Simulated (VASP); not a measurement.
Calculation: LDA (Ceperley-Alder, Perdew-Zunger), VASP's LDA PAW potentials (set 64) (plane waves; VASP).

The input files of a VASP run:

File POSCAR:
```
ZrNi2
1
    0.0000000000     3.4559650000     3.4559650000
    3.4559650000     0.0000000000     3.4559650000
    3.4559650000     3.4559650000     0.0000000000
Zr Ni
2 4
Direct
  0.5000000000   0.5000000000   0.5000000000
  0.7500000000   0.7500000000   0.7500000000
  0.1250000000   0.1250000000   0.1250000000
  0.6250000000   0.1250000000   0.1250000000
  0.1250000000   0.1250000000   0.6250000000
  0.1250000000   0.6250000000   0.1250000000
```

**INCAR**
```
# general
SYSTEM  = ZrNi2
PREC    = Accurate
ENCUT   = 300
LREAL   = .FALSE.
LASPH   = .TRUE.

# electronic loop
EDIFF   = 1E-6
NELM    = 100
ALGO    = Normal
LMAXMIX = 4

# smearing
ISMEAR  = 0
SIGMA   = 0.272

# ions
ISIF    = 2

# output
LWAVE   = .FALSE.
LCHARG  = .FALSE.
```

KPOINTS:
```
Regular mesh
0
Gamma
  7 7 7
```

POTCAR, in this order: Zr_sv Ni (LDA.64 set). Program: vasp_std.

The resulting files:

OSZICAR:
```
       N       E                     dE             d eps       ncg     rms          rms(c)
DAV:   1     0.514106693988E+03    0.51411E+03   -0.21143E+04  1520   0.142E+03
DAV:   2    -0.583271818287E+00   -0.51469E+03   -0.49972E+03  1616   0.412E+02
DAV:   3    -0.483645944239E+02   -0.47781E+02   -0.44840E+02  1928   0.140E+02
DAV:   4    -0.544632335624E+02   -0.60986E+01   -0.60405E+01  2586   0.345E+01
DAV:   5    -0.546693543538E+02   -0.20612E+00   -0.20603E+00  2182   0.639E+00    0.332E+01
DAV:   6    -0.684636188870E+02   -0.13794E+02   -0.14801E+02  1954   0.142E+02    0.388E+01
DAV:   7    -0.476901381920E+02    0.20773E+02   -0.52477E+01  1934   0.772E+01    0.712E+00
DAV:   8    -0.489196235249E+02   -0.12295E+01   -0.12528E+01  2208   0.201E+01    0.124E+01
DAV:   9    -0.476712953171E+02    0.12483E+01   -0.38640E+00  2334   0.190E+01    0.156E+00
DAV:  10    -0.476912675086E+02   -0.19972E-01   -0.22532E-01  1722   0.258E+00    0.119E+00
DAV:  11    -0.476897402282E+02    0.15273E-02   -0.44519E-02  2226   0.173E+00    0.689E-01
DAV:  12    -0.476872298611E+02    0.25104E-02   -0.98090E-03  2180   0.912E-01    0.182E-01
DAV:  13    -0.476873732940E+02   -0.14343E-03   -0.38780E-04  2326   0.108E-01    0.159E-01
DAV:  14    -0.476871450773E+02    0.22822E-03   -0.35057E-04  2128   0.188E-01    0.383E-02
DAV:  15    -0.476871377475E+02    0.73298E-05   -0.57796E-05  2300   0.402E-02    0.160E-02
DAV:  16    -0.476871366576E+02    0.10899E-05   -0.22956E-06  1198   0.115E-02    0.922E-03
DAV:  17    -0.476871360200E+02    0.63767E-06   -0.79383E-07   892   0.837E-03
   1 F= -.47687136E+02 E0= -.47574591E+02  d E =-.225091E+00
```

OUTCAR:
```
------------------------ aborting loop because EDIFF is reached ----------------------------------------
  FORCE on cell =-STRESS in cart. coord.  units (eV):
  Direction    XX          YY          ZZ          XY          YZ          ZX
  --------------------------------------------------------------------------------------
  Total       -4.4281154     -4.4281154     -4.4281154      0.0000000      0.0000000      0.0000000
  in kB      -85.9392406    -85.9392406    -85.9392406      0.0000000      0.0000000      0.0000000
  external PRESSURE =     -85.9392406 kB  Pullay stress =       0.0000000 kB
  volume of cell :       82.55
      direct lattice vectors                 reciprocal lattice vectors
     0.000000000  3.455965000  3.455965000    -0.144677391  0.144677391  0.144677391
     3.455965000  0.000000000  3.455965000     0.144677391 -0.144677391  0.144677391
     3.455965000  3.455965000  0.000000000     0.144677391  0.144677391 -0.144677391
 POSITION                                       TOTAL-FORCE (eV/Angst)
 -----------------------------------------------------------------------------------
      3.45596      3.45596      3.45596         0.000000     -0.000000      0.000000
      5.18395      5.18395      5.18395        -0.000000      0.000000     -0.000000
      0.86399      0.86399      0.86399         0.000000     -0.000000     -0.000000
      0.86399      2.59197      2.59197         0.000000     -0.000000     -0.000000
      2.59197      2.59197      0.86399         0.000000      0.000000     -0.000000
      2.59197      0.86399      2.59197         0.000000      0.000000     -0.000000
 -----------------------------------------------------------------------------------
    total drift:                                0.000000      0.000000      0.000000
  FREE ENERGIE OF THE ION-ELECTRON SYSTEM (eV)
  ---------------------------------------------------
  free  energy   TOTEN  =       -47.6871360200 eV

  energy  without entropy=      -47.4620452588  energy(sigma->0) =      -47.57459064
```
(Selected blocks of OUTCAR.)

At this cut-off the stress carries a Pulay error, which pulls relaxed volumes low.

The structure comes from a computed database's ZrNi2 entry (Fd-3m); how it stands against other phases isn't given here. The cell was not relaxed at this level. The run is one of a series of settings (GGA removed, POTCAR Zr_sv Ni (LDA.64 set) against the base run), some of them coarse on purpose. The run is not spin-polarised, so no magnetic state was tried.
